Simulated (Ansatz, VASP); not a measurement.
## Cross-check of PbSe2 between VASP and Ansatz

Aim: how closely do two programs agree when they are given the same cell, functional and k mesh? The cell is generated by rule, not measured, and may not be a known phase. The cell is taken from a series of runs on this material, whose earlier steps may have relaxed, scaled, displaced or heated it; both programs get it as it stands.

Main program and level: Ansatz 0.2.0; plane waves, with VASP 6.6.1 beside it; relaxation of cell and atoms at PBEsol.

The structure was built from a prototype and need not be the compound's stable phase.

### Step 1. The starting structure

It takes space group P4_2/m (No. 84, tetragonal). Conventional cell: a = 6.686 Å, b = 6.686 Å, c = 4.089 Å, α = 90.00°, β = 90.00°, γ = 90.00°. Nearest to Pb lie 6 Se at 2.85 to 2.88 Å. Nearest to Se lie 3 Pb at 2.85 to 2.88 Å. Farther neighbours and most contacts between anions are not listed.

### Step 2. Ansatz: relaxation of cell and atoms, PBEsol

Ansatz runs on its default PAW (the set named soft_2) files.

The relaxed volume is the usual yardstick between codes: in a stiff, nearly cubic crystal its relative difference is about their pressure difference at one cell divided by the bulk modulus.

input.yaml

```yaml
crystal:
  lattice:
    - [6.6863641865, 0.0, 0.0]
    - [0.0, 6.6863641865, 0.0]
    - [0.0, 0.0, 4.0894629991]
  atoms:
    - { symbol: Pb, position: [0.0, 0.5, 0.0] }
    - { symbol: Pb, position: [0.5, 0.0, 0.5] }
    - { symbol: Se, position: [0.2407063798, 0.8574834597, 0.0] }
    - { symbol: Se, position: [0.7592936202, 0.1425165403, 0.0] }
    - { symbol: Se, position: [0.8574834597, 0.7592936202, 0.5] }
    - { symbol: Se, position: [0.1425165403, 0.2407063798, 0.5] }
kpoints:
  mp_grid: { grid: [6, 6, 10] }
hamiltonian:
  xc: pbesol
scf:
  occupations: { method: methfessel_paxton, width: 0.2 }
output:
  forces: true
  stress: true
  eigenvalues: true
relax:
  adjacent_minimum: "off"
  f_tol: 0.001
  max_steps: 60
  cell: { stress_tol: 0.01 }
```

Run with:

```console
> ansatz run input.yaml --threads 8 --pin off --max-ram 14336MiB --backend cpu --events-out ev --progress --plain --runs-dir out
```

Numbers of over 12 decimals in the logs are rounded to 6 here.

The program printed:

```text
Engine: ansatz 0.2.0, aarch64-unknown-linux-gnu
Pseudopotentials: kind: paw
Pseudopotential: Pb, paw, valence charge 14, recommended cutoff 420 eV (normal), Pb.paw.azcp
Pseudopotential: Se, paw, valence charge 16, recommended cutoff 420 eV (normal), Se.paw.azcp
Functional definition: PBEsol
  exchange = pbesol_x
  correlation = pbesol_c
Crystal: 6 atoms, lattice volume = 182.830 Å³
Basis set: ecut = 420 eV, 3573 PW (Γ), exchange–correlation on 90×90×60 points (8 copies of the dense FFT grid, shifted against one another)
Bands: 56, of which v1, the nominal top of the filled ones, is band 46 counted from 1 (45 counted from 0)
Symmetry: 8 space group operations
Space group: P42/m (ITA 84), of the structure as read, at distance tolerance 5.7e-5 Å
k-points: 66 of 360
Non-local potential: Pb, projectors of the file, l = 0: 2, l = 1: 2, l = 2: 2, l = 3: 2
Non-local potential: Se, projectors of the file, l = 0: 2, l = 1: 2, l = 2: 3, l = 3: 1
PAW form: soft (Blöchl's): semilocal exchange-correlation on the pseudo side does not see the compensation charge
PAW frozen core: Pb, regenerated for the run's functional, and the local potential with it (the file was generated under x = pbe(κ = 0.804, μ = 0.219515), c = pbe(β = 0.066725))
PAW frozen core: Se, regenerated for the run's functional, and the local potential with it (the file was generated under x = pbe(κ = 0.804, μ = 0.219515), c = pbe(β = 0.066725))
PAW one-centre angular grid: Pb, 590 points (default); XC on 64 Gauss nodes
PAW one-centre angular grid: Se, 590 points (default); XC on 64 Gauss nodes
Initial density: superposition of atomic densities (neutral atoms: chi_scale 0, normalization atom), corrected by the library's trained network
Initial wavefunctions: pseudopotential atomic-orbital guess
Functional: x = pbesol(κ = 0.804, μ = 0.123457), c = pbesol(β = 0.046)
SCF iter   1: F=—  HF=-45206.122816 eV  |F-HF|=—  |Δ(HF+E_count)|=         —  Δρ=2.34e-3  dr2=1.36e-2  ethr=1.77e-3  ⟨swp⟩=7.3  Hψ=14748  notcnv=0
preconditioner: auto → LDOS  [metal: Δε(μ)=0.021 eV  Ē_g=13.653 eV  σ=0.200 eV  W_gap=0.09  n_scr=46 (ndim 8)  ℏωp=19.8 eV  f_vac=0.155  D(μ)=5.27/eV (n_scr^D=38)  β→1.0]
SCF iter   2: F=—  HF=-45206.118393 eV  |F-HF|=—  |Δ(HF+E_count)|=   4.42e-3  S|Δr|=    0.00e0  Δρ=8.70e-4  dr2=1.03e-3  ethr=1.48e-5  ⟨swp⟩=2.0  Hψ=7346  notcnv=0
SCF iter   3: F=—  HF=-45206.118123 eV  |F-HF|=—  |Δ(HF+E_count)|=   2.70e-4  S|Δr|=    0.00e0  Δρ=2.79e-4  dr2=2.24e-4  ethr=1.12e-6  ⟨swp⟩=2.0  Hψ=6575  notcnv=0
SCF iter   4: F=—  HF=-45206.118008 eV  |F-HF|=—  |Δ(HF+E_count)|=   1.15e-4  S|Δr|=    0.00e0  Δρ=1.08e-4  dr2=2.53e-5  ethr=2.43e-7  ⟨swp⟩=2.0  Hψ=6568  notcnv=0
SCF iter   5: F=—  HF=-45206.118015 eV  |F-HF|=—  |Δ(HF+E_count)|=   6.95e-6  S|Δr|=    0.00e0  Δρ=2.26e-5  dr2=1.29e-6  ethr=2.75e-8  ⟨swp⟩=2.0  Hψ=5246  notcnv=0
SCF iter   6: F=-45206.118015 eV  HF=-45206.118015 eV  |F-HF|=6.37e-9  |Δ(HF+E_count)|=   2.09e-7  S|Δr|=    0.00e0  Δρ=4.59e-6  dr2=3.83e-8  ethr=1.09e-10  ⟨swp⟩=8.3  Hψ=18181  notcnv=0
SCF 1 converged in 6 iterations: F = -45206.118015 eV  dr2 = 3.83e-8
  greatest PAW one-centre occupation: 1.000 electrons in one spin orbital (limit 2), on the Se atom at site 3 (counted from 0), in its partial waves of l = 2
relax step   1: F+E_penalty+E_count = -45206.11801455 eV  Δ(F+E_penalty+E_count) = +0.000e0 eV  max|allowed force component| = 1.899e-2 eV/Å  Δτ_max = 0.0000 Å  P = -0.012 GPa  Ω = 182.830 Å³  (6 SCF iters, dr2 threshold 1.00e-7 eV, accepted)
[...]
relax step   5: F+E_penalty+E_count = -45206.11866226 eV  Δ(F+E_penalty+E_count) = -6.293e-6 eV  max|allowed force component| = 1.161e-3 eV/Å  Δτ_max = 0.0014 Å  P = +0.005 GPa  Ω = 182.700 Å³  energy of the carried Pulay correction = +1.198e-5 eV  (5 SCF iters, dr2 threshold 2.77e-10 eV, accepted)
[...]
relax step   6: F+E_penalty+E_count = -45206.11866231 eV  Δ(F+E_penalty+E_count) = -4.997e-8 eV  max|allowed force component| = 3.720e-5 eV/Å  Δτ_max = 0.0005 Å  P = -0.000 GPa  Ω = 182.718 Å³  energy of the carried Pulay correction = +1.033e-5 eV  (5 SCF iters, dr2 threshold 8.43e-11 eV, accepted)
[...]
relax step   7: F+E_penalty+E_count = -45206.11865377 eV  Δ(F+E_penalty+E_count) = +8.535e-6 eV  max|allowed force component| = 3.172e-5 eV/Å  Δτ_max = 0.0000 Å  P = -0.000 GPa  Ω = 182.718 Å³  stress off target by 6.78e-4 GPa  SCF on the basis re-selected at this cell (its energy is not comparable with the rows above)  (7 SCF iters)
basis re-selected at this cell: Δ(F+E_penalty+E_count) = +8.535e-6 eV, ΔP = -0.000 GPa vs the last step (what re-selecting the basis moved, of the pressure what is left beyond the Pulay correction that the steps carried, after the strain that the cell walked since its last selection, with what the two solves' SCF thresholds leave and, on support functions, any second-order correction that the steps lacked; it is no m [...]
SCF converged after 7 iterations
Stability not checked: this state was not tested for a lower state beside it, because cold or Methfessel-Paxton smearing, or corrected tetrahedra, fill the levels in a way that the test cannot read (fill_not_monotonic; see scf.lower_state_search)
Free energy (F): -45206.118654 eV
Harris-Foulkes:  -45206.118654 eV  (|F-HF|=7.28e-12)
Internal energy: -45206.113354 eV  (E = F + TS)
E sigma→0 (E₀):  -45206.117329 eV
Entropy (-TS):   -0.005299 eV (-0.883 meV/atom)
Fermi energy:    6.659560 eV
--- Per-component energies (eV) ---
  E_band       = -1774.723313
  E_kinetic    = 1049.965350
  E_local      = -13772.835198  (includes V_loc(G=0)·N_el)
  E_nonlocal   = -1662.760773
  E_hartree    = 6536.791946
  E_xc         = -846.684348
  E_vxc        = -652.023988  (∫ρ·V_xc dr)
  E_paw        = -27989.384824  (= ΣΔE_a)
  E_vpaw       = 189.349584  (= ΣTr[D̂ρ^β])
  E_aug_tail   = -0.002198  (compensation charges beyond the density's cutoff)
  E_ewald      = -8525.361345
  E_core_change = 4.158035  (= ΣΔE_core)
  E_smearing   = -0.005299  (= −TS)
  E_closure    = 0.000000  (closes the sum)
  Σ components = -45206.118654   (vs F -45206.118654, Δ=0.00e0)
--- Forces (eV/Å), atoms counted from 1 ---
  atom   1  Pb     0.00000000     0.00000000     0.00000000
  atom   2  Pb     0.00000000    -0.00000000     0.00000000
  atom   3  Se    -0.00002754    -0.00003172     0.00000000
  atom   4  Se     0.00002754     0.00003172     0.00000000
  atom   5  Se    -0.00003172     0.00002754     0.00000000
  atom   6  Se     0.00003172    -0.00002754     0.00000000
  max |Σ_I F_I| component: 0.00e0 eV/Å
--- Stress (GPa, compression-positive) ---
        0.000072      -0.000000       0.000000
        0.000000       0.000072       0.000000
        0.000000       0.000000      -0.000678
  P = ⅓ Tr σ = -0.0002 GPa (-0.002 kbar)
--- Band table (eV; the first three rows and the last of 66) ---
  k-point 0: bands = [... 42 lower, 5.9204, 6.0368, 6.0955, 6.0955, 6.2076, 7.8218, 9.4512, 9.4512, ... 6 higher]
  k-point 1: bands = [... 42 lower, 5.6251, 6.2475, 6.4843, 6.4843, 6.6779, 7.5268, 9.7179, 9.7179, ... 6 higher]
  k-point 2: bands = [... 42 lower, 5.3800, 6.2258, 6.6134, 6.6134, 7.1475, 7.2828, 10.2406, 10.2406, ... 6 higher]
  k-point 65: bands = [... 42 lower, 5.9653, 5.9653, 6.0541, 6.0541, 6.5483, 6.5483, 10.1227, 10.1227, ... 6 higher]
--- Relaxed structure (6 steps of the walk, 6 accepted, 1 SCFs on fresh bases) ---
  F+E_penalty+E_count = -45206.11865377 eV   max|allowed force component| = 3.172e-5 eV/Å   (the final SCF, on the basis selected at the relaxed cell)
  cell:  # Å, volume = 182.7176 Å³
    - [6.671439, 0, 0.0]
    - [0, 6.671439, 0.0]
    - [0.0, 0.0, 4.105267]
  atoms:
    - { symbol: Pb, position: [0, 0.5, 0.0] }
    - { symbol: Pb, position: [0.5, 0, 0.5] }
    - { symbol: Se, position: [0.243089, 0.856879, 0.0] }
    - { symbol: Se, position: [0.756911, 0.143121, 0.0] }
    - { symbol: Se, position: [0.856879, 0.756911, 0.5] }
    - { symbol: Se, position: [0.143121, 0.243089, 0.5] }
```

### Step 3. VASP: relaxation of cell and atoms, PBEsol

The same cell, functional, mesh and smearing now go to VASP, with its own data sets.

Lines of VASP's logs that name or quote its potential files are left out, and so is its time.

INCAR

```
SYSTEM = PbSe2
PREC = Accurate
ENCUT = 500
EDIFF = 1E-07
NELM = 120
ISMEAR = 1
SIGMA = 0.2
LREAL = .FALSE.
ALGO = Normal
GGA = PS
NBANDS = 32
LORBIT = 11
LWAVE = .FALSE.
LCHARG = .FALSE.
ISIF = 3
IBRION = 2
NSW = 80
EDIFFG = -0.005
LASPH = .TRUE.
GGA_COMPAT = .FALSE.
NELMIN = 4
KPAR = 2
```

POSCAR

```
PbSe2
1.0
    6.6863640000      0.0000000000      0.0000000000
    0.0000000000      6.6863640000      0.0000000000
    0.0000000000      0.0000000000      4.0894630000
Pb Se
2 4
Direct
    0.0000000000      0.5000000000      0.0000000000
    0.5000000000      0.0000000000      0.4999998777
    0.2407064587      0.8574835292      0.0000000000
    0.7592936909      0.1425164708      0.0000000000
    0.8574835292      0.7592936909      0.4999998777
    0.1425164708      0.2407064587      0.4999998777
```

KPOINTS

```
Automatic mesh
0
Gamma
6 6 10
0 0 0
```

Potentials, in the order of the species: Pb_d and Se (PBE family, release 64).

Run with:

```console
> mpirun -np 2 vasp_std
```

The program printed:

```text
[banner, memory and clock lines left out]
running    2 mpi-ranks, on    1 nodes
 distrk:  each k-point on    1 cores,    2 groups
 distr:  one band on    1 cores,    1 groups

 POSCAR found type information on POSCAR PbSe
 POSCAR found :  2 types and       6 ions
|                                                                             |
|               ----> ADVICE to this user running VASP <----                  |
|                                                                             |
|     You enforced a specific xc type in the INCAR file but a different       |
|     [... a line on the potential file left out ...]
|     I HOPE YOU KNOW WHAT YOU ARE DOING!                                     |
|                                                                             |

 LDA part: xc-table for (Slater+PW92), standard interpolation
 POSCAR, INCAR and KPOINTS ok, starting setup
 FFT: planning ... GRIDC
 FFT: planning ... GRID_SOFT
 FFT: planning ... GRID
 WAVECAR not read
 entering main loop
       N       E                     dE             d eps       ncg     rms          rms(c)
DAV:   1     0.508316578165E+03    0.50832E+03   -0.22646E+04  4224   0.152E+03
DAV:   2     0.375922409684E+02   -0.47072E+03   -0.45803E+03  4512   0.393E+02
DAV:   3    -0.208406974585E+02   -0.58433E+02   -0.57362E+02  5720   0.157E+02
DAV:   4    -0.231489114783E+02   -0.23082E+01   -0.22841E+01  4912   0.357E+01
DAV:   5    -0.232418328373E+02   -0.92921E-01   -0.92869E-01  6264   0.737E+00    0.509E+00
DAV:   6    -0.228217947959E+02    0.42004E+00   -0.87543E-01  5576   0.936E+00    0.312E+00
DAV:   7    -0.228127484005E+02    0.90464E-02   -0.26551E-01  6144   0.267E+00    0.127E+00
DAV:   8    -0.228123819729E+02    0.36643E-03   -0.37059E-02  5336   0.192E+00    0.187E-01
DAV:   9    -0.228121174868E+02    0.26449E-03   -0.57917E-03  5864   0.744E-01    0.570E-02
DAV:  10    -0.228125417128E+02   -0.42423E-03   -0.68311E-04  5176   0.164E-01    0.177E-02
DAV:  11    -0.228126451799E+02   -0.10347E-03   -0.11490E-04  5456   0.504E-02    0.106E-02
DAV:  12    -0.228126662156E+02   -0.21036E-04   -0.24902E-05  5024   0.212E-02    0.417E-03
DAV:  13    -0.228126706322E+02   -0.44167E-05   -0.54234E-06  5528   0.137E-02    0.159E-03
DAV:  14    -0.228126715475E+02   -0.91529E-06   -0.13736E-06  4512   0.509E-03    0.757E-04
DAV:  15    -0.228126716232E+02   -0.75697E-07   -0.49209E-08  3728   0.151E-03
   1 F= -.22812672E+02 E0= -.22810591E+02  d E =-.228127E+02
[... from here on, the cycles between the ionic steps are left out ...]
   2 F= -.22812712E+02 E0= -.22810636E+02  d E =-.403713E-04
   3 F= -.22812745E+02 E0= -.22810678E+02  d E =-.729719E-04
   4 F= -.22812765E+02 E0= -.22810706E+02  d E =-.202862E-04
   5 F= -.22812821E+02 E0= -.22810783E+02  d E =-.760096E-04
   6 F= -.22812908E+02 E0= -.22810914E+02  d E =-.163227E-03
   7 F= -.22812985E+02 E0= -.22811073E+02  d E =-.240490E-03
   8 F= -.22812986E+02 E0= -.22811082E+02  d E =-.240935E-03
   9 F= -.22813011E+02 E0= -.22811117E+02  d E =-.252925E-04
 trial-energy change:   -0.000025  1 .order   -0.000027   -0.000032   -0.000021
 step:   2.8343(harm=  2.8343)  dis= 0.00110  next Energy=   -22.813032 (dE=-0.464E-04)
 bond charge predicted
       N       E                     dE             d eps       ncg     rms          rms(c)
DAV:   1    -0.228132596991E+02   -0.24891E-03   -0.16697E-02  4288   0.793E-01    0.815E-02
DAV:   2    -0.228131153019E+02    0.14440E-03   -0.87120E-04  6056   0.268E-01    0.444E-02
DAV:   3    -0.228130369558E+02    0.78346E-04   -0.12989E-04  5672   0.979E-02    0.158E-02
DAV:   4    -0.228130333306E+02    0.36252E-05   -0.30903E-05  6456   0.406E-02    0.465E-03
DAV:   5    -0.228130337228E+02   -0.39221E-06   -0.23430E-06  5216   0.125E-02    0.135E-03
DAV:   6    -0.228130338253E+02   -0.10252E-06   -0.24356E-07  4368   0.317E-03    0.548E-04
DAV:   7    -0.228130338968E+02   -0.71494E-07   -0.57899E-08  3224   0.203E-03
  10 F= -.22813034E+02 E0= -.22811159E+02  d E =-.483670E-04
 curvature:  -2.56 expect dE=-0.417E-05 dE for cont linesearch -0.872E-06
 trial: gam=-0.09119 g(F)=  0.173E-07 g(S)=  0.161E-05 ort = 0.449E-05 (trialstep = 0.135E+01)
 search vector abs. value=  0.130E-05
 reached required accuracy - stopping structural energy minimisation
```

(Continued in part 2 of 2.)

[Lines on the potential files, build, host, timing and source positions are cut from VASP's logs without a mark.]

[Logs are printed without paths, hosts, clocks, repeated set-up lines and the standing remarks that a program may print on its own settings, such as how far it seeks lower states.]

[Hosts, paths, dates, database ids (printed as entryN), source tags and the programs' standing remarks are cut or masked in the printed files.]
